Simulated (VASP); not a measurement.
**How biaxial strain in the (111) plane changes Ge**

Strain engineering needs slopes: what does biaxial strain in the (111) plane do to the lattice and the band edges of Ge?

Main program and level: VASP 6.6.1; PBEsol; plane waves and PAW (Ge_d), in the first sound run; inputs show where later runs differ.

## Step 1: Starting point

It takes space group Fd-3m (No. 227, cubic). Conventional cell: a = 5.658 Å, b = 5.658 Å, c = 5.658 Å, α = 90.00°, β = 90.00°, γ = 90.00°. Nearest to Ge lie 4 Ge at 2.45 Å.

As a file:

```xyz
2
Lattice="0.0000 2.8290 2.8290 2.8290 0.0000 2.8290 2.8290 2.8290 0.0000" Properties=species:S:1:pos:R:3 pbc="T T T"
Ge    0.0000    0.0000    0.0000
Ge    1.4145    1.4145    1.4145
```

## Step 2: Relax the crystal, PBEsol

The series starts from the cell that this level prefers, so that zero strain is near zero stress.

Level: PBEsol; plane waves and PAW (Ge_d).

Contents of INCAR:

```
SYSTEM = Ge
PREC = Accurate
ENCUT = 470
EDIFF = 1E-07
NELM = 120
ISMEAR = 0
SIGMA = 0.02
LREAL = .FALSE.
ALGO = Normal
GGA = PS
NBANDS = 20
LORBIT = 11
LWAVE = .FALSE.
LCHARG = .FALSE.
KPAR = 8
IBRION = 2
NSW = 40
ISIF = 3
EDIFFG = -0.005
POTIM = 0.4
```

Contents of POSCAR:

```
Ge
1.0
    0.0000000000      2.8290000000      2.8290000000
    2.8290000000      0.0000000000      2.8290000000
    2.8290000000      2.8290000000      0.0000000000
Ge
2
Direct
    0.0000000000      0.0000000000      0.0000000000
    0.2500000000      0.2500000000      0.2500000000
```

Contents of KPOINTS:

```
Automatic mesh
0
Gamma
9 9 9
0 0 0
```

PAW data sets: Ge_d (PBE family, release 64).

Command:

```
mpirun -np 8 vasp_std
```

Log:

```text
[banner, memory and clock lines left out]
running    8 mpi-ranks, on    1 nodes
[...]
|                                                                             |
|           W    W    AA    RRRRR   N    N  II  N    N   GGGG   !!!           |
|           W    W   A  A   R    R  NN   N  II  NN   N  G    G  !!!           |
|           W    W  A    A  R    R  N N  N  II  N N  N  G       !!!           |
|           W WW W  AAAAAA  RRRRR   N  N N  II  N  N N  G  GGG   !            |
|           WW  WW  A    A  R   R   N   NN  II  N   NN  G    G                |
|           W    W  A    A  R    R  N    N  II  N    N   GGGG   !!!           |
|                                                                             |
|     For optimal performance we recommend to set                             |
|       NCORE = 2 up to number-of-cores-per-socket                            |
|     NCORE specifies how many cores store one orbital (NPAR=cpu/NCORE).      |
|     This setting can greatly improve the performance of VASP for DFT.       |
[...]
DAV:  12    -0.987085738965E+01    0.19175E-06   -0.11334E-06  1808   0.194E-02    0.274E-04
DAV:  13    -0.987085733731E+01    0.52341E-07   -0.25788E-08   964   0.229E-03
   1 F= -.98708573E+01 E0= -.98708328E+01  d E =-.987086E+01
[...]
N       E                     dE             d eps       ncg     rms          rms(c)
DAV:   1    -0.987869348382E+01   -0.78361E-02   -0.10205E-01  1916   0.622E+00    0.512E-01
DAV:   2    -0.987302237700E+01    0.56711E-02   -0.73471E-03  1828   0.168E+00    0.254E-01
DAV:   3    -0.987122332447E+01    0.17991E-02   -0.28295E-03  1868   0.910E-01    0.599E-02
DAV:   4    -0.987108842502E+01    0.13490E-03   -0.33981E-04  1816   0.355E-01    0.127E-02
DAV:   5    -0.987108629726E+01    0.21278E-05   -0.22814E-05  1636   0.892E-02    0.912E-03
DAV:   6    -0.987108576964E+01    0.52762E-06   -0.13488E-06  1800   0.205E-02    0.537E-04
DAV:   7    -0.987108569620E+01    0.73441E-07   -0.69944E-08   948   0.449E-03
   2 F= -.98710857E+01 E0= -.98710645E+01  d E =-.228359E-03
 trial-energy change:   -0.000228  1 .order   -0.000230   -0.000426   -0.000033
 step:   1.0876(harm=  1.0852)  dis= 0.00000  next Energy=    -9.871087 (dE=-0.230E-03)
 reached required accuracy - stopping structural energy minimisation
```

Elapsed: 12 s, on 8 MPI ranks of AMD EPYC 7R43, shared host; peak memory 1.2 GiB.

The logs omit lines about the potential files and the build; timing stands in the text.

OUTCAR, selected parts (step 2):

```text
  Total        0.0067406      0.0067406      0.0067406      0.0000000     -0.0000000      0.0000000
  in kB        0.2373150      0.2373150      0.2373150      0.0000000     -0.0000000      0.0000000
  external PRESSURE =       0.2373150 kB  Pullay stress =       0.0000000 kB

 POSITION                                       TOTAL-FORCE (eV/Angst)
 -----------------------------------------------------------------------------------
      2.83369      5.66737      2.83369        -0.000000      0.000000     -0.000000
      1.41684      1.41684      1.41684         0.000000     -0.000000      0.000000
 -----------------------------------------------------------------------------------
    total drift:                                0.000000      0.000000      0.000000

  FREE ENERGIE OF THE ION-ELECTRON SYSTEM (eV)
  ---------------------------------------------------
  free  energy   TOTEN  =        -9.8710856962 eV

  energy  without entropy=       -9.8710433670  energy(sigma->0) =       -9.87106453

 reached required accuracy - stopping structural energy minimisation

[... 3 further parts left out ...]
[key lines of the parts left out:]
E-fermi :   4.8163
```

Numbers from this step:

| Quantity | Value |
| --- | --- |
| energy(sigma→0) of the program | -9.8711 eV |
| stress, compression positive | 0.02 along [111], 0.02 across it (mean), GPa |
| volume | 45.508 Å³ |
| ionic steps | 2 |

## Step 3: Strain along the normal, PBEsol

One member in full: the plane is strained by -1 %, and the strain along the normal is moved by secant steps until the normal stress is under 0.012 GPa or five steps are spent; the atoms relax at each step.

This step took 2 runs, each at a new trial strain with the atoms of the one before; the last is shown.

Level: PBEsol; plane waves and PAW (Ge_d).

Edit INCAR of step 2 so:

```diff
@@ -14,7 +14,7 @@
 LCHARG = .FALSE.
-KPAR = 8
-IBRION = 2
-NSW = 40
-ISIF = 3
-EDIFFG = -0.005
-POTIM = 0.4
+KPAR = 2
+IBRION = 1
+NSW = 25
+ISIF = 2
+EDIFFG = -0.004
+POTIM = 0.3
```

Contents of POSCAR:

```
Ge
1.0
    0.0252391550      2.8305876380      2.8305876380
    2.8305876380      0.0252391550      2.8305876380
    2.8305876380      2.8305876380      0.0252391550
Ge
2
Direct
    0.0006399852      0.0006399852      0.0006399852
    0.2493600148      0.2493600148      0.2493600148
```

KPOINTS is that of step 2.

Command:

```
mpirun -np 2 vasp_std
```

Log:

```text
[banner, memory and clock lines left out]
running    2 mpi-ranks, on    1 nodes
[...]
[... a notice as in an earlier step ...]

 LDA part: xc-table for (Slater+PW92), standard interpolation
 POSCAR, INCAR and KPOINTS ok, starting setup
[...]
entering main loop
       N       E                     dE             d eps       ncg     rms          rms(c)
DAV:   1     0.174820659160E+03    0.17482E+03   -0.13978E+04  3628   0.361E+03
DAV:   2     0.146877755911E+02   -0.16013E+03   -0.15601E+03  3408   0.574E+02
DAV:   3    -0.926348476346E+01   -0.23951E+02   -0.23765E+02  3800   0.141E+02
DAV:   4    -0.100077358790E+02   -0.74425E+00   -0.74373E+00  3816   0.294E+01
[...]
DAV:  11    -0.986564925618E+01   -0.89325E-06   -0.60853E-06  4588   0.391E-02    0.192E-03
DAV:  12    -0.986564906150E+01    0.19468E-06   -0.10485E-06  4428   0.185E-02    0.390E-04
DAV:  13    -0.986564903626E+01    0.25241E-07   -0.24460E-08  2332   0.229E-03
   1 F= -.98656490E+01 E0= -.98656445E+01  d E =-.986565E+01
 BRION: g(F)=  0.788E-05 g(S)=  0.000E+00
[...]
N       E                     dE             d eps       ncg     rms          rms(c)
DAV:   1    -0.986565318544E+01   -0.41239E-05   -0.10144E-03  3884   0.261E-01    0.189E-03
DAV:   2    -0.986565431706E+01   -0.11316E-05   -0.11646E-05  3668   0.382E-02    0.108E-03
DAV:   3    -0.986565433148E+01   -0.14423E-07   -0.20035E-07  3128   0.495E-03
   2 F= -.98656543E+01 E0= -.98656504E+01  d E =-.529522E-05
 BRION: g(F)=  0.726E-06 g(S)=  0.000E+00 retain N=  1 mean eig= 1.44
 eig:   1.436
 reached required accuracy - stopping structural energy minimisation
```

The job ended after 45 s (2 MPI ranks; peak memory 0.29 GiB).

Parts of OUTCAR (step 3):

```text
  Total        0.3121054      0.3121054      0.3121054     -0.1554293     -0.1554293     -0.1554293
  in kB       11.1737713     11.1737713     11.1737713     -5.5645666     -5.5645666     -5.5645666
  external PRESSURE =      11.1737713 kB  Pullay stress =       0.0000000 kB

 POSITION                                       TOTAL-FORCE (eV/Angst)
 -----------------------------------------------------------------------------------
      0.00344      0.00344      0.00344        -0.002045     -0.002045     -0.002045
      1.41816      1.41816      1.41816         0.002045      0.002045      0.002045
 -----------------------------------------------------------------------------------
    total drift:                               -0.000000     -0.000000     -0.000000

  FREE ENERGIE OF THE ION-ELECTRON SYSTEM (eV)
  ---------------------------------------------------
  free  energy   TOTEN  =        -9.8656543315 eV

  energy  without entropy=       -9.8656463882  energy(sigma->0) =       -9.86565036

[... 1 part as in an earlier step ...]

[... 3 further parts left out ...]
[key lines of the parts left out:]
E-fermi :   5.0434
```

Read from the output:

* energy(sigma→0) of the program: -9.8657 eV
* stress, compression positive: 0.00 along [111], 1.67 across it (mean), GPa
* ionic steps: 2

## Step 4: Band edges, TB-mBJ with spin-orbit coupling

Short lines in KPOINTS_OPT sample the zone centre along and across the normal of the plane, for masses, and the other valleys.

Level: TB-mBJ, spin-orbit coupling; plane waves and PAW (Ge_d).

TB-mBJ has no energy functional, so the total energy, stress and pressure in this output mean nothing.

Contents of INCAR:

```
SYSTEM = Ge
PREC = Accurate
ENCUT = 470
EDIFF = 1E-06
NELM = 150
ISMEAR = 0
SIGMA = 0.02
LREAL = .FALSE.
ALGO = Normal
METAGGA = MBJ
LASPH = .TRUE.
LNONCOLLINEAR = .TRUE.
MAGMOM = 0 0 0 0 0 0
NBANDS = 38
GGA_COMPAT = .FALSE.
LSORBIT = .TRUE.
LWAVE = .FALSE.
LCHARG = .FALSE.
KPAR = 2
```

Contents of POSCAR:

```
Ge
1.0
    0.0252391550      2.8305876380      2.8305876380
    2.8305876380      0.0252391550      2.8305876380
    2.8305876380      2.8305876380      0.0252391550
Ge
2
Direct
    0.0006056878      0.0006056878      0.0006056878
    0.2493943122      0.2493943122      0.2493943122
```

Contents of KPOINTS:

```
Automatic mesh
0
Gamma
7 7 7
0 0 0
```

Contents of KPOINTS_OPT:

```
Line mode
6
Line-mode
Reciprocal
  0.00000000   0.00000000   0.00000000
  0.02612570   0.02612570   0.02612570

  0.00000000   0.00000000   0.00000000
 -0.01578563   0.01578563  -0.00000000

  0.31000000   0.31000000   0.00000000
  0.50000000   0.50000000   0.00000000

  0.00000000   0.31000000   0.31000000
  0.00000000   0.50000000   0.50000000

  0.45000000   0.45000000   0.45000000
  0.50000000   0.50000000   0.50000000

  0.45000000   0.00000000   0.00000000
  0.50000000   0.00000000   0.00000000

  0.42500000   0.42500000   0.00000000
  0.42520085   0.44752510   0.02252510

  0.50000000   0.50000000   0.50000000
  0.48421437   0.51578563   0.50000000
```

Command:

```
mpirun -np 2 vasp_ncl
```

Log:

```text
[banner, memory and clock lines left out]
running    2 mpi-ranks, on    1 nodes
[...]
[... a notice as in an earlier step ...]

 LDA part: xc-table for (None), standard interpolation
 POSCAR, INCAR and KPOINTS ok, starting setup
[...]
entering main loop
       N       E                     dE             d eps       ncg     rms          rms(c)
DAV:   1     0.470793150345E+03    0.47079E+03   -0.12767E+04  3972   0.379E+03
DAV:   2     0.261991914031E+03   -0.20880E+03   -0.20150E+03  3344   0.791E+02
DAV:   3     0.221384882447E+03   -0.40607E+02   -0.40062E+02  3674   0.195E+02
DAV:   4     0.219133645076E+03   -0.22512E+01   -0.22461E+01  3950   0.542E+01
[...]
DAV:  28     0.219567886245E+03   -0.38044E-05   -0.68810E-11  1672   0.103E-04    0.203E-05
DAV:  29     0.219567889338E+03    0.30933E-05   -0.18371E-11  1672   0.525E-05    0.151E-05
DAV:  30     0.219567889284E+03   -0.54461E-07   -0.55336E-12  1672   0.312E-05
   1 F= 0.21956789E+03 E0= 0.21956789E+03  d E =-.687221E-13  mag=     0.0000    -0.0000     0.0000
 Start KPOINTS_OPT (optional k-point list driver)
k-point batch [1-44\48]
       N       E                     dE             ncg
DAV:   1    -0.606230879565E+04   -0.31171E+05     4060
DAV:   2    -0.154386713840E+05   -0.93764E+04     3344
DAV:   3    -0.172484843048E+05   -0.18098E+04     3688
DAV:   4    -0.173479021703E+05   -0.99418E+02     3830
[...]
DAV:   8    -0.173505024060E+05   -0.14136E-03     4198
DAV:   9    -0.173505024141E+05   -0.80522E-05     2872
DAV:  10    -0.173505024145E+05   -0.42892E-06     2292
k-point batch [45-48\48]
       N       E                     dE             ncg
DAV:   1     0.247891107006E+05   -0.35391E+04      368
DAV:   2     0.239272374057E+05   -0.86187E+03      304
DAV:   3     0.237674709784E+05   -0.15977E+03      334
DAV:   4     0.237586053388E+05   -0.88656E+01      340
DAV:   5     0.237583630394E+05   -0.24230E+00      364
DAV:   6     0.237583547629E+05   -0.82765E-02      392
DAV:   7     0.237583544148E+05   -0.34808E-03      394
DAV:   8     0.237583544032E+05   -0.11601E-04      368
DAV:   9     0.237583544025E+05   -0.76134E-06      288
```

Wall time 5.3 min (2 MPI ranks); peak memory 0.66 GiB; 11 min of CPU time.

From OUTCAR (step 4):

```text
  LATTYP: Found a trigonal (rhomboedric) cell.
 ALAT       =     4.0031349924
 COS(alpha) =     0.5088963478

 Subroutine GETGRP returns: Found 12 space group operations
 (whereof  6 operations were pure point group operations)

The static configuration has the point symmetry C_3v.
 The point group associated with its full space group is D_3d.

 Found     44 irreducible k-points:

   k-points           NKPTS =     44   k-points in BZ     NKDIM =     44   number of bands    NBANDS=     38

   dimension x,y,z NGX =    28 NGY =   28 NGZ =   28
   dimension x,y,z NGXF=    56 NGYF=   56 NGZF=   56

   ENCUT  =  470.0 eV  34.54 Ry    5.88 a.u.   7.08  7.08  7.08*2*pi/ulx,y,z

   NELECT =      28.0000    total number of electrons

 E-fermi :   5.3657

 k-point     1 :       0.0000    0.0000    0.0000
  band No.  band energies     occupation
    ...
     24       4.9390      1.00000
     25       5.2023      1.00000
     26       5.2023      1.00000
     27       5.2763      1.00000
     28       5.2763      1.00000
     29       6.0020      0.00000
     30       6.0020      0.00000
     31       7.8188      0.00000
     32       7.8188      0.00000
     33       8.0117      0.00000
    ...

 k-point     2 :       0.1429    0.0000   -0.0000
  band No.  band energies     occupation
    ...
     24       2.7068      1.00000
     25       4.6210      1.00000
     26       4.6210      1.00000
     27       4.8266      1.00000
     28       4.8266      1.00000
     29       6.6778      0.00000
     30       6.6778      0.00000
     31       8.4144      0.00000
     32       8.4145      0.00000
     33       8.5855      0.00000
    ...

  Total     -210.7570187   -210.7570187   -210.7570187     -0.1742021     -0.1742021     -0.1742021
  in kB    -7545.3690431  -7545.3690431  -7545.3690431     -6.2366571     -6.2366571     -6.2366571
  external PRESSURE =   -7545.3690431 kB  Pullay stress =       0.0000000 kB

 POSITION                                       TOTAL-FORCE (eV/Angst)
 -----------------------------------------------------------------------------------
      0.00344      0.00344      0.00344        -0.108869     -0.108869     -0.108869
      1.41816      1.41816      1.41816         0.108869      0.108869      0.108869
 -----------------------------------------------------------------------------------
    total drift:                               -0.000000     -0.000000     -0.000000

  FREE ENERGIE OF THE ION-ELECTRON SYSTEM (eV)
  ---------------------------------------------------
  free  energy   TOTEN  =       219.5678892837 eV

  energy  without entropy=      219.5678892837  energy(sigma->0) =      219.56788928

 Spin-Orbit-Coupling matrix elements
 Ion:    1  E_soc:     -0.0170164
 Ion:    2  E_soc:     -0.0170164

[... 1 part as in an earlier step ...]

[... 7 further parts left out ...]
```

## Step 5: Band edges, r2SCAN with spin-orbit coupling

Short lines in KPOINTS_OPT sample the zone centre along and across the normal of the plane, for masses, and the other valleys.

Level: r2SCAN, spin-orbit coupling; plane waves and PAW (Ge_d).

Edit INCAR of step 4 so:

```diff
@@ -4,3 +4,3 @@
 EDIFF = 1E-06
-NELM = 150
+NELM = 100
 ISMEAR = 0
@@ -9,3 +9,3 @@
 ALGO = Normal
-METAGGA = MBJ
+METAGGA = R2SCAN
 LASPH = .TRUE.
```

POSCAR is that of step 4.

KPOINTS is that of step 4.

KPOINTS_OPT is that of step 4.

Command:

```
mpirun -np 2 vasp_ncl
```

Log:

```text
[... set-up lines as in an earlier step ...]
 entering main loop
       N       E                     dE             d eps       ncg     rms          rms(c)
DAV:   1     0.236279984189E+03    0.23628E+03   -0.13342E+04  4028   0.398E+03
DAV:   2     0.155981819969E+02   -0.22068E+03   -0.21292E+03  3344   0.843E+02
DAV:   3    -0.279086868347E+02   -0.43507E+02   -0.42991E+02  3694   0.204E+02
DAV:   4    -0.303743019793E+02   -0.24656E+01   -0.24601E+01  3910   0.575E+01
[...]
DAV:  13    -0.277337231609E+02   -0.28496E-05   -0.78986E-06  3464   0.378E-02    0.211E-03
DAV:  14    -0.277337251996E+02   -0.20387E-05   -0.18977E-07  2284   0.566E-03    0.193E-03
DAV:  15    -0.277337252233E+02   -0.23739E-07   -0.74035E-07  1762   0.190E-02
   1 F= -.27733725E+02 E0= -.27733725E+02  d E =-.185797E-20  mag=    -0.0000    -0.0000    -0.0000
 Start KPOINTS_OPT (optional k-point list driver)
k-point batch [1-44\48]
       N       E                     dE             ncg
DAV:   1    -0.640649387724E+04   -0.31515E+05     4052
DAV:   2    -0.160787003216E+05   -0.96722E+04     3344
DAV:   3    -0.179718897558E+05   -0.18932E+04     3686
DAV:   4    -0.180801837918E+05   -0.10829E+03     3780
[...]
DAV:   8    -0.180824492316E+05   -0.12796E-03     3934
DAV:   9    -0.180824492378E+05   -0.61778E-05     2964
DAV:  10    -0.180824492381E+05   -0.34992E-06     2142
k-point batch [45-48\48]
       N       E                     dE             ncg
DAV:   1     0.247535339665E+05   -0.35747E+04      368
DAV:   2     0.238692495189E+05   -0.88428E+03      304
DAV:   3     0.237006133012E+05   -0.16864E+03      322
DAV:   4     0.236912077279E+05   -0.94056E+01      346
DAV:   5     0.236910048735E+05   -0.20285E+00      334
DAV:   6     0.236909990284E+05   -0.58451E-02      346
DAV:   7     0.236909987389E+05   -0.28947E-03      392
DAV:   8     0.236909987236E+05   -0.15358E-04      394
DAV:   9     0.236909987231E+05   -0.41771E-06      252
```

Elapsed: 16 min, on 2 MPI ranks; peak memory 0.65 GiB; 32 min of CPU time.

(Part 1 of 2 ends here.)

[Lines on the potential files, build, host, timing and source positions are cut from VASP's logs without a mark.]

[Logs are printed without paths, hosts, clocks, repeated set-up lines and the standing remarks that a program may print on its own settings, such as how far it seeks lower states.]

[Hosts, paths, dates, database ids (printed as entryN), source tags and the programs' standing remarks are cut or masked in the printed files.]

[In band tables of VASP the shares of atoms and orbitals are scaled to a sum of 1 inside the atoms' spheres.]
